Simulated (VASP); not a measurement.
Input:

```yaml
crystal:
  lattice:
    - [0.00000, 3.00000, 3.00000]
    - [3.00000, 0.00000, 3.00000]
    - [3.00000, 3.00000, 0.00000]
  atoms:
    - { symbol: Al, position: [0.25000, 0.25000, 0.25000] }
    - { symbol: Al, position: [0.75000, 0.75000, 0.75000] }
    - { symbol: Au, position: [0.00000, 0.00000, 0.00000] }
```

The numbers are results of PBEsol GGA, VASP's PBE PAW potentials (set 64) (plane waves; VASP 6.6.1), not measurements. Settings: 400 eV cut-off, 12×12×12 Γ-centred mesh, tetrahedra with Blöchl corrections, potentials Al Au.

Unless said otherwise, spin-orbit coupling is left out, though it shifts the bands of the heavy elements here.

### Question
What does the run give for the energy per atom (σ→0), band gap (on the k-mesh) with the smallest direct gap where there is one?

### Answer

| Item | Value |
|---|---|
| band gap (on the k-mesh) | none (metal, semimetal or under 0.01 eV) |
| energy per atom (σ→0) | -4492 meV/atom |

Total energies compare only between runs with the same potentials, cut-off and functional.

The compound is AuAl2 in the fluorite structure. The cell was not relaxed at this level. The electron count is odd and the run is not spin-polarised, which forces a metal.
